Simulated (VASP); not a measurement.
These are MS2 meta-GGA, VASP's PBE PAW potentials (set 64) (plane waves; VASP) values and carry that method's errors.

A VASP calculation is set up with these files.

KPOINTS:
```
Automatic mesh
0
Gamma
7 7 7
0 0 0
```

POSCAR:
```
CdSe
1
   -0.0000000000     3.0636409585     3.0636409585
    3.0636409585     0.0000000000     3.0636409585
    3.0636409585     3.0636409585     0.0000000000
Cd Se
1 1
Direct
  0.0000000000   0.0000000000   0.0000000000
  0.2500000000   0.2500000000   0.2500000000
```

**INCAR**
```
SYSTEM = CdSe
PREC = Accurate
ENCUT = 520
EDIFF = 1E-6
NELM = 100
ALGO = Normal
LREAL = .FALSE.
LASPH = .TRUE.
ISMEAR = 0
SIGMA = 0.05
METAGGA = MS2
LMIXTAU = .TRUE.
LMAXMIX = 4
LWAVE = .FALSE.
LCHARG = .FALSE.
IBRION = 2
ISIF = 3
NSW = 60
EDIFFG = -0.01
```

POTCAR, in this order: Cd Se (PBE.64 set). Program: vasp_std.

**Question.** Predict the energy per atom (σ→0), band gap (on the k-mesh).

**Answer.** 
| Property | Result |
|---|---|
| energy per atom (σ→0) | -1.712 eV/atom |
| band gap (on the k-mesh) | 0.92 eV |

**OSZICAR**
```
...
DAV:  12    -0.342301642687E+01   -0.15233E-02   -0.20858E-03   590   0.504E-01    0.619E-02
DAV:  13    -0.342230502602E+01    0.71140E-03   -0.18147E-03   530   0.598E-01    0.313E-02
DAV:  14    -0.342327471837E+01   -0.96969E-03   -0.61742E-04   530   0.338E-01    0.169E-02
DAV:  15    -0.342333267810E+01   -0.57960E-04   -0.34925E-05   585   0.744E-02    0.825E-03
DAV:  16    -0.342335816071E+01   -0.25483E-04   -0.78283E-06   525   0.312E-02    0.492E-03
DAV:  17    -0.342336467977E+01   -0.65191E-05   -0.47101E-06   555   0.291E-02    0.173E-03
DAV:  18    -0.342336443866E+01    0.24111E-06   -0.36740E-07   315   0.100E-02
   1 F= -.34233644E+01 E0= -.34233644E+01  d E =-.342336E+01
```

The compound is CdSe in the zinc blende structure, whereas wurtzite is the usual form. It was relaxed first. The start is the result of an earlier pass.
